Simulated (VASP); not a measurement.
Here is the system:

```xyz
3
Lattice="1.5846 -2.7447 0.0000 1.5846 2.7447 0.0000 0.0000 0.0000 3.5469" Properties=species:S:1:pos:R:3 pbc="T T T"
Zr     1.5846     2.7447     0.0000
B      1.5846     0.9149     1.7735
B      1.5846    -0.9149     1.7735
```

The numbers are results of PBE GGA, VASP's PBE PAW potentials (set 64) (plane waves; VASP 6.6.1), not measurements. Run with 520 eV cut-off, 12×12×10 Γ-centred mesh, tetrahedra with Blöchl corrections, potentials Zr_sv B.

The cores are frozen, which limits the accuracy of field gradients.

Task: Give the principal components of the electric field gradient (V/Å²) and the asymmetry η at each nucleus.

Result: 
```
atom    Vxx    Vyy   Vzz     η
----  -----  -----  ----  ----
Zr1   -21.4  -21.4  42.9  0.00
B2     -1.0   -1.0   2.1  0.00
B3     -1.0   -1.0   2.1  0.00
```

The compound is ZrB2 in the AlB2 type structure. It was relaxed first.
